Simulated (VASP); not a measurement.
Shape and ions are relaxed at each volume.

Data:

```xyz
4
Lattice="1.5542 -2.6920 0.0000 1.5542 2.6920 0.0000 0.0000 0.0000 4.9771" Properties=species:S:1:pos:R:3 pbc="T T T"
Al     1.5542    -0.8973     2.4888
Al     1.5542     0.8973     0.0002
N      1.5542    -0.8973     4.3896
N      1.5542     0.8973     1.9010
```

All values below come from PBE GGA with D3 dispersion (Becke-Johnson damping), VASP's PBE PAW potentials (set 64) (plane waves; VASP). Run with 520 eV cut-off, 8×8×5 Γ-centred mesh, Gaussian smearing of 0.050 eV, potentials Al N.

Problem. Give the energy at these volumes per atom, relative to the lowest: 9.78, 10.09, 10.41, 10.72, 11.03 Å³.

Solution. 26.5, 6.4, 0.0, 5.4, 21.1 meV/atom. A third-order Birch-Murnaghan fit gives B0 = 201 GPa and B0′ = 3.9.

Measured: bulk modulus 208 GPa (computed value off by -3.1 %), as given by J. Phys. Chem. B 108, 11506, doi 10.1021/jp048396e, abstract (bulk AlN value quoted). The calculation is for a static lattice, while the measured bulk modulus holds thermal and zero-point effects, which are part of the difference.

The compound is AlN in the wurtzite structure. It was relaxed first.
